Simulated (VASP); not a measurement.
# A few sheets of ScClO in VASP, part 2 of 2

How does a few sheets of ScClO behave as a surface?

VASP 6.6.1; r2SCAN; plane waves and PAW (Cl, Sc_sv, O).

So far. Step 2 (Relaxing the slab): The run ended after 9 ionic steps, 0.015 eV below its first step, once the forces on the free atoms met EDIFFG = -0.03.

### Step 3. Vacuum level and density of states

A static run writes the electrostatic potential without exchange and correlation (LVHAR), which is flat in the vacuum and gives the level to count from. The dipole correction cancels the field that unlike faces would set up across the vacuum.

Contents of INCAR:

```
SYSTEM = ScClO
PREC = Normal
ENCUT = 400
EDIFF = 1E-06
NELM = 120
ISMEAR = 0
SIGMA = 0.05
LREAL = .FALSE.
ALGO = Normal
METAGGA = R2SCAN
LASPH = .TRUE.
NBANDS = 76
LORBIT = 11
LWAVE = .FALSE.
LCHARG = .TRUE.
IDIPOL = 3
LDIPOL = .TRUE.
DIPOL = 0.5 0.5 0.5
LVHAR = .TRUE.
LVACPOTAV = .TRUE.
LELF = .TRUE.
NEDOS = 1500
```

Contents of POSCAR:

```
ScClO
1.0
    3.5713700000      0.0000000000      0.0000000000
    0.0000000000      3.5713700000      0.0000000000
    0.0000000000      0.0000000000     28.1015024813
Cl Sc O
4 4 4
Direct
    0.5000000000      0.0000000000      0.7320815207
    0.0000000000      0.5000000000      0.5513455793
    0.5000000000      0.0000000000      0.4486544207
    0.0000000000      0.5000000000      0.2679184793
    0.0000000000      0.5000000000      0.6790968683
    0.5000000000      0.0000000000      0.6039753533
    0.0000000000      0.5000000000      0.3960246467
    0.5000000000      0.0000000000      0.3209031317
    0.0000000000      0.0000000000      0.6415181848
    0.5000000000      0.5000000000      0.6415181848
    0.0000000000      0.0000000000      0.3584818152
    0.5000000000      0.5000000000      0.3584818152
```

Contents of KPOINTS:

```
Automatic mesh
0
Gamma
7 7 1
0 0 0
```

Contents of KPOINTS_OPT:

```
Line mode
14
Line-mode
Reciprocal
  0.50000000   0.50000000   0.00000000 M
  0.00000000   0.00000000   0.00000000 GAMMA

  0.00000000   0.00000000   0.00000000 GAMMA
  0.00000000   0.50000000   0.00000000 X

  0.00000000   0.50000000   0.00000000 X
  0.50000000   0.50000000   0.00000000 M
```

Potentials, in the order of the species: Cl, Sc_sv and O (PBE family, release 64).

Run with:

```bash
$ mpirun -np 4 vasp_std
```

The log of the run:

```text
[banner, memory and clock lines left out]
running    4 mpi-ranks, on    1 nodes
 distrk:  each k-point on    4 cores,    1 groups
 distr:  one band on    1 cores,    4 groups

 POSCAR found type information on POSCAR ClScO
 POSCAR found :  3 types and      12 ions
 [... a notice as in an earlier step ...]

 LDA part: xc-table for (None), standard interpolation
 POSCAR, INCAR and KPOINTS ok, starting setup
 FFT: planning ... GRIDC
 FFT: planning ... GRID_SOFT
 FFT: planning ... GRID
 WAVECAR not read
 entering main loop
       N       E                     dE             d eps       ncg     rms          rms(c)
DAV:   1     0.136756209083E+04    0.13676E+04   -0.36925E+04  1672   0.957E+02
DAV:   2     0.820764744806E+02   -0.12855E+04   -0.12251E+04  1552   0.369E+02
DAV:   3    -0.162318363875E+03   -0.24439E+03   -0.23348E+03  2504   0.163E+02
DAV:   4    -0.177971847427E+03   -0.15653E+02   -0.15564E+02  2520   0.534E+01
DAV:   5    -0.178183208464E+03   -0.21136E+00   -0.21101E+00  2520   0.926E+00    0.310E+01
DAV:   6    -0.130978021606E+03    0.47205E+02   -0.43401E+01  2352   0.514E+01    0.103E+01
DAV:   7    -0.131797636806E+03   -0.81962E+00   -0.88636E+00  2264   0.125E+01    0.721E+00
DAV:   8    -0.132019706798E+03   -0.22207E+00   -0.33005E+00  2312   0.108E+01    0.465E+00
DAV:   9    -0.131679663863E+03    0.34004E+00   -0.13869E+00  2328   0.838E+00    0.129E+00
DAV:  10    -0.131659485599E+03    0.20178E-01   -0.14566E-01  2344   0.262E+00    0.479E-01
DAV:  11    -0.131659583424E+03   -0.97825E-04   -0.11267E-02  2256   0.686E-01    0.221E-01
DAV:  12    -0.131660676976E+03   -0.10936E-02   -0.21838E-03  2300   0.266E-01    0.987E-02
DAV:  13    -0.131661686208E+03   -0.10092E-02   -0.54326E-04  1844   0.105E-01    0.343E-02
DAV:  14    -0.131662199203E+03   -0.51300E-03   -0.26186E-04  2176   0.875E-02    0.499E-02
DAV:  15    -0.131662598714E+03   -0.39951E-03   -0.19494E-04  2128   0.876E-02    0.140E-02
DAV:  16    -0.131662740927E+03   -0.14221E-03   -0.79310E-05  2040   0.365E-02    0.122E-02
DAV:  17    -0.131662858392E+03   -0.11746E-03   -0.21229E-05  1740   0.237E-02    0.810E-03
DAV:  18    -0.131662869834E+03   -0.11442E-04   -0.10143E-05  1460   0.138E-02    0.433E-03
DAV:  19    -0.131662893201E+03   -0.23367E-04   -0.43566E-06  1644   0.112E-02    0.213E-03
DAV:  20    -0.131662967057E+03   -0.73856E-04   -0.30297E-06  1444   0.933E-03    0.321E-03
DAV:  21    -0.131662945063E+03    0.21995E-04   -0.11333E-06  1264   0.741E-03    0.292E-03
DAV:  22    -0.131662909889E+03    0.35174E-04   -0.59860E-07  1152   0.536E-03    0.178E-03
DAV:  23    -0.131662913141E+03   -0.32522E-05   -0.17000E-06  1244   0.741E-03    0.212E-03
DAV:  24    -0.131662915110E+03   -0.19688E-05   -0.98607E-07  1308   0.537E-03    0.751E-04
DAV:  25    -0.131662919544E+03   -0.44344E-05   -0.21187E-07  1020   0.320E-03    0.764E-04
DAV:  26    -0.131662916518E+03    0.30258E-05   -0.21406E-07  1028   0.324E-03    0.386E-04
DAV:  27    -0.131662921944E+03   -0.54251E-05   -0.14007E-07  1012   0.267E-03    0.305E-04
DAV:  28    -0.131662934632E+03   -0.12688E-04   -0.30350E-07  1016   0.357E-03    0.422E-04
DAV:  29    -0.131662935867E+03   -0.12347E-05   -0.29714E-07  1012   0.381E-03    0.301E-04
DAV:  30    -0.131662935384E+03    0.48258E-06   -0.51444E-08   984   0.202E-03
|                                                                             |
|           W    W    AA    RRRRR   N    N  II  N    N   GGGG   !!!           |
|           W    W   A  A   R    R  NN   N  II  NN   N  G    G  !!!           |
|           W    W  A    A  R    R  N N  N  II  N N  N  G       !!!           |
|           W WW W  AAAAAA  RRRRR   N  N N  II  N  N N  G  GGG   !            |
|           WW  WW  A    A  R   R   N   NN  II  N   NN  G    G                |
|           W    W  A    A  R    R  N    N  II  N    N   GGGG   !!!           |
|                                                                             |
|     Did not find any points to average over, which means that no vacuum     |
|     field-free region was found. Please increase the size of  your cell     |
|     in the dimension of the dipole correction to obtain accurate            |
|     workfunction values.                                                    |
|                                                                             |

   1 F= -.13166294E+03 E0= -.13166294E+03  d E =-.401205E-11
 Start KPOINTS_OPT (optional k-point list driver)
k-point batch [1-10\42]
       N       E                     dE             ncg
DAV:   1    -0.273273630316E+04   -0.25507E+05     1688
DAV:   2    -0.144647236783E+05   -0.11732E+05     1520
DAV:   3    -0.163964942451E+05   -0.19318E+04     2384
DAV:   4    -0.165410921468E+05   -0.14460E+03     2392
DAV:   5    -0.165427221945E+05   -0.16300E+01     2320
DAV:   6    -0.165427548592E+05   -0.32665E-01     2296
DAV:   7    -0.165427554652E+05   -0.60602E-03     2248
DAV:   8    -0.165427554791E+05   -0.13928E-04     2112
DAV:   9    -0.165427554795E+05   -0.42764E-06     1312
[...]
k-point batch [41-42\42]
       N       E                     dE             ncg
DAV:   1     0.224787319976E+05   -0.71863E+04      336
DAV:   2     0.201667564724E+05   -0.23120E+04      304
DAV:   3     0.197828224988E+05   -0.38393E+03      480
DAV:   4     0.197561296223E+05   -0.26693E+02      448
DAV:   5     0.197557650492E+05   -0.36457E+00      448
DAV:   6     0.197557511391E+05   -0.13910E-01      472
DAV:   7     0.197557510184E+05   -0.12070E-03      440
DAV:   8     0.197557510163E+05   -0.21459E-05      416
DAV:   9     0.197557510162E+05   -0.95220E-07      248
```

It took 6.1 min on 4 MPI ranks of AMD EPYC 7R43, shared host; peak memory 0.73 GiB.

OUTCAR, selected parts (step 3):

```text
 Found     10 irreducible k-points:

   k-points           NKPTS =     10   k-points in BZ     NKDIM =     10   number of bands    NBANDS=     76

   NELECT =      96.0000    total number of electrons

 dipolmoment           0.000000      0.000000      0.000000 electrons x Angstroem

 E-fermi :  -2.5799

 k-point     1 :       0.0000    0.0000    0.0000
  band No.  band energies     occupation
    ...
     44      -2.8486      2.00000
     45      -2.8486      2.00000
     46      -2.8212      2.00000
     47      -2.8029      2.00000
     48      -2.8029      2.00000
     49       1.9373      0.00000
     50       1.9377      0.00000
     51       2.0687      0.00000
     52       2.1193      0.00000
     53       2.2612      0.00000
    ...

 k-point     2 :       0.1429    0.0000    0.0000
  band No.  band energies     occupation
    ...
     44      -3.0797      2.00000
     45      -3.0315      2.00000
     46      -2.9651      2.00000
     47      -2.9101      2.00000
     48      -2.8106      2.00000
     49       2.0709      0.00000
     50       2.0742      0.00000
     51       2.1190      0.00000
     52       2.1625      0.00000
     53       2.4525      0.00000
    ...

  Total       -3.8368741     -3.8368741     -2.5190741      0.0000000      0.0000000      0.0000000
  in kB      -17.1509781    -17.1509781    -11.2603606      0.0000000      0.0000000      0.0000000
  external PRESSURE =     -15.1874390 kB  Pullay stress =       0.0000000 kB

 POSITION                                       TOTAL-FORCE (eV/Angst)
 -----------------------------------------------------------------------------------
      1.78568      0.00000     20.57259         0.000000     -0.000000      0.002500
      0.00000      1.78568     15.49364         0.000000      0.000000     -0.019759
      1.78568      0.00000     12.60786         0.000000     -0.000000      0.019759
      0.00000      1.78568      7.52891        -0.000000     -0.000000     -0.002500
      0.00000      1.78568     19.08364         0.000000      0.000000     -0.011110
      1.78568      0.00000     16.97261         0.000000     -0.000000     -0.004763
      0.00000      1.78568     11.12889        -0.000000      0.000000      0.004763
      1.78568      0.00000      9.01786         0.000000     -0.000000      0.011110
      0.00000      0.00000     18.02762         0.000000     -0.000000      0.023641
      1.78568      1.78568     18.02762        -0.000000     -0.000000      0.023641
      0.00000      0.00000     10.07388         0.000000     -0.000000     -0.023641
      1.78568      1.78568     10.07388         0.000000      0.000000     -0.023641
 -----------------------------------------------------------------------------------
    total drift:                                0.000000      0.000000      0.000000

  FREE ENERGIE OF THE ION-ELECTRON SYSTEM (eV)
  ---------------------------------------------------
  free  energy   TOTEN  =      -131.6629353842 eV

  energy  without entropy=     -131.6629353842  energy(sigma->0) =     -131.66293538

 vacuum level on the upper side and lower side of the slab         5.352         5.352

[... 8 parts as in an earlier step ...]

[... 6 further parts left out ...]
```

Numbers from this step:

* electronic cycles: 30
* Fermi energy: -2.580 eV
* least gap on mesh and path: 4.570 eV
* least direct gap on mesh and path: 4.740 eV
* vacuum levels: 5.352, 5.352 eV
* ionisation potentials of the upper and lower face: 8.139, 8.139 eV
* electron affinities of the upper and lower face: 3.570, 3.570 eV

The electronic bands at the labelled points (eV, zero at the valence-band top; v1 is the highest filled band, c1 the lowest empty one):

| point | v4 | v3 | v2 | v1 | c1 | c2 | c3 | c4 |
| --- | --- | --- | --- | --- | --- | --- | --- | --- |
| M | -0.55 | -0.55 | -0.55 | -0.55 | 4.86 | 4.86 | 4.92 | 4.92 |
| 0.54 of the way | -0.32 | -0.28 | -0.19 | -0.18 | 4.63 | 4.64 | 5.15 | 5.21 |
| Γ | -0.06 | -0.03 | -0.02 | -0.02 | 4.72 | 4.73 | 4.86 | 4.91 |
| 0.54 of the way | -0.33 | -0.31 | -0.25 | -0.20 | 4.91 | 4.94 | 5.08 | 5.09 |
| X | -0.46 | -0.46 | -0.43 | -0.43 | 5.06 | 5.06 | 5.10 | 5.10 |
| 0.46 of the way | -0.68 | -0.68 | -0.62 | -0.62 | 4.73 | 4.73 | 4.80 | 4.80 |
| M | -0.55 | -0.55 | -0.55 | -0.55 | 4.86 | 4.86 | 4.92 | 4.92 |

Of the projections kept (Cl, Sc, O), the largest for each band there; the rest of the weight can lie on other orbitals:

| point | v4 | v3 | v2 | v1 | c1 | c2 | c3 | c4 |
| --- | --- | --- | --- | --- | --- | --- | --- | --- |
| M | O 0.77 | O 0.77 | O 0.77 | O 0.77 | Sc 0.97 | Sc 0.97 | Sc 0.97 | Sc 0.97 |
| Γ | O 0.57 | Cl 0.74 | O 0.53 | O 0.53 | Sc 1.00 | Sc 1.00 | Sc 0.98 | Sc 0.97 |
| X | Cl 0.90 | Cl 0.90 | Cl 0.90 | Cl 0.90 | Sc 0.95 | Sc 0.95 | Sc 0.96 | Sc 0.96 |
| M | O 0.77 | O 0.77 | O 0.77 | O 0.77 | Sc 0.97 | Sc 0.97 | Sc 0.97 | Sc 0.97 |

The density of states has structure finer than the step of the table below, so its rows give means over 1 eV, whole bins alone (the curve runs from -12.0 to 12.5 eV). Peaks (eV: height): total -1.1: 23.2, -0.6: 27.6, 5.6: 26.5, 6.2: 23.4; Cl p -2.9: 3.48, -1.9: 5.79, -1.1: 8.09, -0.6: 14.5; Sc s 8.9: 0.952, 9.0: 0.846, 10.0: 0.871, 10.4: 1.16; Sc p -2.9: 0.582, 6.7: 0.605, 8.9: 0.564, 10.4: 0.569; Sc d 4.8: 15.0, 5.6: 21.9, 6.2: 17.3, 6.7: 16.0.

Means over bins of 0.090 eV. Density of states against energy, zero at the valence-band top; means over each step; values in states/eV/cell:

| energy (eV) | total | Cl p | Sc s | Sc p | Sc d | O s | O p |
| --- | --- | --- | --- | --- | --- | --- | --- |
| -5 | 0 | 0 | 0 | 0 | 0 | 0 | 0 |
| -4 | 5.55 | 0.296 | 0.227 | 0.209 | 0.632 | 0.00702 | 2.53 |
| -3 | 10.5 | 1.61 | 0.207 | 0.300 | 1.14 | 0.0186 | 3.95 |
| -2 | 9.31 | 3.24 | 0.0945 | 0.146 | 0.655 | 0.0283 | 2.05 |
| -1 | 16.5 | 6.97 | 0.0839 | 0.160 | 0.942 | 0.0175 | 3.65 |
| 0 | 6.17 | 2.17 | 0.0163 | 0.0972 | 0.331 | 0.00149 | 2.12 |
| 1 | 0 | 0 | 0 | 0 | 0 | 0 | 0 |
| 2 | 0 | 0 | 0 | 0 | 0 | 0 | 0 |
| 3 | 0 | 0 | 0 | 0 | 0 | 0 | 0 |
| 4 | 0.0568 | 1.7e-4 | 1.2e-5 | 1.8e-4 | 0.0450 | 6.5e-5 | 5.6e-4 |
| 5 | 11.7 | 0.184 | 0.109 | 0.0487 | 9.21 | 0.0166 | 0.223 |
| 6 | 15.8 | 0.509 | 0.0798 | 0.179 | 12.3 | 0.144 | 0.434 |
| 7 | 11.2 | 0.188 | 0.0201 | 0.254 | 7.91 | 0.0689 | 1.27 |
| 8 | 3.04 | 0.0673 | 0.148 | 0.0868 | 1.15 | 0.0158 | 0.297 |
| 9 | 4.72 | 0.327 | 0.417 | 0.241 | 0.372 | 0.0266 | 0.0939 |
| 10 | 5.09 | 0.336 | 0.438 | 0.224 | 0.272 | 0.0187 | 0.125 |
| 11 | 4.24 | 0.134 | 0.179 | 0.115 | 0.194 | 0.0445 | 0.0800 |

The planar average of the electrostatic potential oscillates, so the rows of the table below give means over windows of 1 Å about each position, cut where the curve ends. Its maxima inside the range that stand out by 2 % of the span (Å: eV): 8.3: -1.24, 9.4: -2.28, 10.7: -2.26, 11.8: -1.37, 14.1: 7.46, 16.3: -1.37, 17.4: -2.26, 18.7: -2.28, 19.8: -1.24. Its minima: 7.6: -6.73, 8.9: -2.96, 10.0: -7.31, 11.1: -2.98, 12.5: -6.79, 15.6: -6.79, 17.0: -2.98, 18.1: -7.31, 19.2: -2.96, 20.5: -6.73.

Zero at the Fermi level. Planar average of the electrostatic potential against height; means over each step:

height (Å), planar average of the electrostatic potential (eV) and a bar from the least value:
```
        0       7.94 ##############################
        1       7.94 ##############################
        2       7.94 ##############################
        3       7.94 ##############################
        4       7.94 ##############################
        5       7.93 ##############################
        6       7.61 #############################
        7       0.64 ##############
        8      -3.83 #####
        9      -2.57 #######
       10      -5.93 
       11      -2.80 #######
       12      -3.27 ######
       13      -1.14 ##########
       14       7.10 ############################
       15       0.18 #############
       16      -3.73 #####
       17      -2.64 #######
       18      -5.98 
       19      -2.70 #######
       20      -3.35 ######
       21      -0.69 ###########
       22       7.47 #############################
       23       7.93 ##############################
       24       7.94 ##############################
       25       7.94 ##############################
       26       7.94 ##############################
       27       7.94 ##############################
       28       7.94 ##############################
```

Density of states in the PAW spheres, an atom over height of the layer and energy from the Fermi level.

Ten even steps from '0' (0.00 states/eV) to '9' (2.41 states/eV), each cell a mean:
```
0000000000
0000000000
3030330303
9151991519
6131661316
4020330204
4121441214
2010220102
1131111311
2142222412
1131111311
0131001310
0121001210
0000000000
0000000000
0000000000
0000000000
0000000000
0000000000
0000000000
0000000000
0000000000
```
Columns: height of the layer (Å) from 7.5 to 20.6 (not evenly spaced); rows upwards: energy from the Fermi level (eV) from -7.9 to 0.5.

ELF in the ca plane at fractional y = 0.000, with atoms of Cl and Sc and O within 0.2 Å of it. It is the smooth field of the valence electrons, not physical close to the nuclei.

Ten even steps from '0' (0.00) to '9' (0.89), each cell a mean:
```
00000000000000000000169778610222100000000027
00000000000000000000125887303788751000000012
00000000000000000014763232027999985000001576
00000000000200000037998300059977997200004899
00000000000000000038998400069845998300005899
00000000000000000026886100048989996100003788
00000000000000000001333565116999973000000233
00000000000000000000038988511466520000000014
00000000000010000000279668720000000000000038
```
Columns run along c (16.0 Å, from fractional 0.06 to 0.62 of the cell), rows up along a (3.6 Å). Atoms in or near the plane, at fractional coordinates: Cl at (0.45, 0.50), Sc at (0.60, 0.50), Sc at (0.32, 0.50), O at (0.36, 0.00).

Electrostatic potential energy in the ca plane at fractional y = 0.000, with atoms of Cl and Sc and O within 0.2 Å of it. With pseudopotentials it is smooth inside the atoms' cores, unlike the true potential.

Ten even steps from '0' (-67 eV) to '9' (5 eV), each cell a mean:
```
73259999999999999999997325999999999999999999
88899999999999999998888889999999999999999999
68999998547999999987667899999854799999999999
57899984001799999876545789998400189999999999
56899983000799999875445689998200079999999999
67899996113899999986556789999611389999999999
78999999888999999988777899999988899999999999
85579999999999999999888557999999999999999999
72249999999999999999996224999999999999999999
```
Columns run along c (16.0 Å, from fractional 0.34 to 0.91 of the cell; values clipped at the 3rd and 97th percentile), rows up along a (3.6 Å). Atoms in or near the plane, at fractional coordinates: Cl at (0.73, 0.50), Cl at (0.45, 0.50), Sc at (0.60, 0.50), O at (0.64, 0.00), O at (0.36, 0.00).

Valence density in the ca plane at fractional y = 0.000, with atoms of Cl and Sc and O within 0.2 Å of it. It is the smooth field of the valence electrons, not physical close to the nuclei.

Ten steps, logarithmic in the rise over the least value, from '0' (0.00 × 1e0 e/Å³) to '9' (8.93 × 1e0 e/Å³), each cell a mean:
```
00000000000000000000111125797521111100000011
00000000000000000000011234565321233321000001
00000000000000000000013566432112456542100001
00000000000000000000015898621113565653100001
00000000000000000000016999621113564653100002
00000000000000000000014787521113566653100001
00000000000000000000012344443212345431000001
00000000000000000000011124676421122210000001
00000000000000000000111125898531111000000011
```
Columns run along c (16.0 Å, from fractional 0.01 to 0.58 of the cell), rows up along a (3.6 Å). Atoms in or near the plane, at fractional coordinates: Cl at (0.45, 0.50), Sc at (0.32, 0.50), O at (0.36, 0.00).

The density of states holds every band computed, so its fall toward the upper end of the range is no gap.

The map of layer states is cut here 0.5 eV above the Fermi level, so it leaves out the states above that.

The vacuum level lies 8.14 eV above the highest filled level at the upper face; both faces agree, as the slab has next to no dipole.

The program found no field-free point at its default tolerance, but its printed level agrees with the flat part of the planar average.

### Step 4. Derived quantities

This step: slab, r2SCAN; plane waves and PAW (VASP 6.6.1).

This step runs nothing: it gathers the runs above.

Numbers from this step:

```yaml
ionisation_potential_at_the_upper_face: 8.139 eV
```

### Step 5. Results

| Item | Value |
| --- | --- |
| ionisation potential of the slab | 8.14 eV |

What this shows: The ionisation potential is 8.14 eV at both faces. The crystal is layered and no dispersion term is used, so the spacing and binding between its layers, and what hangs on them, are unreliable. The atom that ends on top (Cl) moved inwards by 0.03 Å, counted from the mean of all atoms. Semilocal band edges put the ionisation potential too low and the gap too small. The cell in the plane was kept as given and was not relaxed here. The slab has a gap, so the level below the vacuum is counted from the highest filled level.

[Lines on the potential files, build, host, timing and source positions are cut from VASP's logs without a mark.]

[Logs are printed without paths, hosts, clocks, repeated set-up lines and the standing remarks that a program may print on its own settings, such as how far it seeks lower states.]

[Hosts, paths, dates, database ids (printed as entryN), source tags and the programs' standing remarks are cut or masked in the printed files.]

[In band tables of VASP the shares of atoms and orbitals are scaled to a sum of 1 inside the atoms' spheres.]

[Runs that stopped without an error message from VASP are left out.]
